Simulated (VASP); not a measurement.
Shape and ions are relaxed at each volume.

Energy against volume of Zn (hcp). Computed with optB86b-vdW, VASP's PBE PAW potentials (set 64) (plane waves; VASP).

```json
[
 {"V (Å³/atom)": "13.794", "E (eV/atom)": "1.91952"},
 {"V (Å³/atom)": "14.234", "E (eV/atom)": "1.90729"},
 {"V (Å³/atom)": "14.674", "E (eV/atom)": "1.90314"},
 {"V (Å³/atom)": "15.115", "E (eV/atom)": "1.90564"},
 {"V (Å³/atom)": "15.555", "E (eV/atom)": "1.91336"}
]
```

**Question.** Fit a third-order Birch-Murnaghan equation of state.

**Answer.** 
```yaml
volume_per_atom: 14.71 Å^3/atom
bulk_modulus: 78.1 GPa
pressure_derivative_of_the_bulk_modulus: 6.17
```

Measured: bulk modulus 69.7 GPa at 0 K (computed value off by +12.0 %), as given by Vázquez-Parga, Fernández-Martínez, Viñes, J. Chem. Theory Comput. (2023), doi:10.1021/acs.jctc.3c00612, Supporting … [zero-point energy and finite temperature contributions removed].

The compound is Zn in the hcp structure. It was relaxed first.
